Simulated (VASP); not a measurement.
A cell of SnTe (rock salt) near equilibrium:

```
CELL_PARAMETERS angstrom
      0.00000     3.14254     3.14254
      3.14254     0.00000     3.14254
      3.14254     3.14254     0.00000
ATOMIC_POSITIONS crystal
  Sn 0.00000 0.00000 0.00000
  Te 0.50000 0.50000 0.50000
```

Computed with PBEsol GGA, VASP's PBE PAW potentials (set 64) (plane waves; VASP).

Unless said otherwise, spin-orbit coupling is left out, though it shifts the bands of the heavy elements here.

| run | ΔE (meV/atom) | σxx | σyy | σzz | largest shear component, with its sign (GPa) | largest force (eV/Å) | gap (eV) |
|---|---|---|---|---|---|---|---|
| as it is | 0.0 | 0.10 | 0.10 | 0.10 | 0.00 | 0.000 | 0.17 |
| after one change | 0.0 | 0.10 | 0.10 | 0.10 | 0.08 | 0.000 | 0.14 |
Stress is in GPa, positive when the cell is compressed; gaps are those on the k-mesh, and 0.00 means metallic.

**Question.** Which change was made?
A. isotropic strain of +1.5 %
B. biaxial strain of -3.0 % in the yz plane
C. biaxial strain of -1.5 % in the xz plane
D. shear strain γ_xz = -0.5 %

**Answer.** D, shear strain γ_xz = -0.5 %

The compound is SnTe in the rock salt structure, which distorts at low temperature.
